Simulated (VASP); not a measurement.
Given:

```
CELL_PARAMETERS angstrom
      3.59589     0.00000     0.00000
      0.00000     3.64954     0.00000
      0.00000     0.00000     3.58843
ATOMIC_POSITIONS crystal
  Fe 0.00000 0.00000 0.00000
  Ni 0.00000 0.50000 0.50000
  Ni 0.50000 0.00000 0.50000
  Ni 0.52491 0.50000 0.00000
```
Starting moments (μB, in the order of the record's atoms Fe Ni Ni Ni): 3.0 0.7 0.7 0.7.

Level of theory: PBE GGA, VASP's PBE PAW potentials (set 64) (plane waves; VASP 6.6.1). Run with 400 eV cut-off, 9×9×9 Monkhorst-Pack mesh, first-order Methfessel-Paxton smearing of 0.10 eV, potentials Fe Ni.

Problem. Give the force on each atom (eV/Å).

Solution. 
```json
[
 {"atom": "Fe1", "Fx": "0.213", "Fy": "0.000", "Fz": "0.000"},
 {"atom": "Ni2", "Fx": "0.319", "Fy": "0.000", "Fz": "0.000"},
 {"atom": "Ni3", "Fx": "0.048", "Fy": "0.000", "Fz": "0.000"},
 {"atom": "Ni4", "Fx": "-0.581", "Fy": "0.000", "Fz": "0.000"}
]
```

Problem. Give the stress tensor in GPa (positive for a compressed cell).

Solution. 
```
 -8.92    0.00    0.00
  0.00  -10.56    0.00
  0.00    0.00   -8.73
```
The pressure is its mean diagonal, -9.40 GPa.

The compound is Ni3Fe in the L1_2 structure. The cell was not relaxed at this level, atoms are displaced from their ideal sites. The run is one of a series of settings (KPOINTS 9×9×9 Monkhorst-Pack mesh against the base run), some of them coarse on purpose.
